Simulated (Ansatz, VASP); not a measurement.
**SnGe2P2 in VASP and in Ansatz**

```xyz
5
Lattice="4.3395 0.0000 0.0000 -2.1698 3.7581 0.0000 0.0000 0.0000 7.2255" Properties=species:S:1:pos:R:3 pbc="T T T"
Sn    0.0000    0.0000    0.0000
Ge    0.0000    2.5054    4.4759
Ge    2.1698    1.2527    2.7496
P     0.0000    2.5054    1.7205
P     2.1698    1.2527    5.5051
```

Change from the starting cell: species swapped into the MgZn2Sb2 type (P-3m1, No. 164).

Alike in both runs: task single point; functional PBE; k mesh 6 × 6 × 4; occupations gaussian, width 0.1 eV; no spin polarisation.

```csv
,VASP,Ansatz
version,VASP 6.6.1,Ansatz 0.2.0
potentials or method,"VASP PAW PBE potentials, release 64 (Sn_d, Ge_d, P)","scalar-relativistic, plane waves, PAW"
plane-wave cutoff (eV),520,420
valence electrons in the cell,52,52
```

|  | VASP | Ansatz | Ansatz less VASP |
| --- | --- | --- | --- |
| gap on the k mesh at the Fermi level (eV) | none | none | - |
| pressure (GPa) | -2.4 | -2.4 | +0.03 |
| largest component of the traceless stress (GPa) | 0.80 | 0.81 | +0.010 |
| rms of the force components (eV/Å) | 0.156 | 0.156 | 0.0000 |

Atom by atom the forces differ by 0.000 eV/Å (rms over components). A gap of «none» marks a metal or a gap that the smearing closes.
